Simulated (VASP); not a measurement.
```
GaN
1.0
    1.59500    -2.76262     0.00000
    1.59500     2.76262     0.00000
    0.00000     0.00000     5.19000
Ga N
2 2
Direct
  0.66667   0.33333   0.50000
  0.33333   0.66667   0.00000
  0.66667   0.33333   0.87700
  0.33333   0.66667   0.37700
```

The base run (VASP): PBE GGA, plane waves, VASP's PBE PAW potentials (set 64). Numerical set-up: 520 eV cut-off, 9×9×5 Γ-centred mesh, Gaussian smearing of 0.050 eV, potentials Ga_d N.

One setting is varied; ΔE counts from the most expensive setting. The base run took about 10 core-seconds. Times come from single runs on busy shared machines, so they are rough: good to a factor of about 2.

Pressures at a finite cut-off, here 520 eV, hold a Pulay part, which wasn't tested here.

```csv
setting,cost over the base run,electronic steps,ΔE (meV/atom),pressure (GPa)
KPOINTS 1×1×1 Γ-centred mesh,about 1/4,15,4225.0,33.37
KPOINTS 2×2×1 Γ-centred mesh,about 1/4,14,303.6,3.92
KPOINTS 3×3×2 Γ-centred mesh,about 1/3,14,74.9,5.30
KPOINTS 5×5×3 Γ-centred mesh,about 1/2,14,4.7,5.11
base run,reference,14,0.1,5.16
KPOINTS 10×10×6 Γ-centred mesh,within a factor of 2,14,0.0,5.16
KPOINTS 11×11×6 Γ-centred mesh,within a factor of 2,14,0.0,5.16
KPOINTS 12×12×7 Γ-centred mesh,within a factor of 2,14,0.0,5.16
```

Left out are runs that failed, have no time on record or changed the cell.

The compound is GaN in the wurtzite structure. The cell was not relaxed at this level.
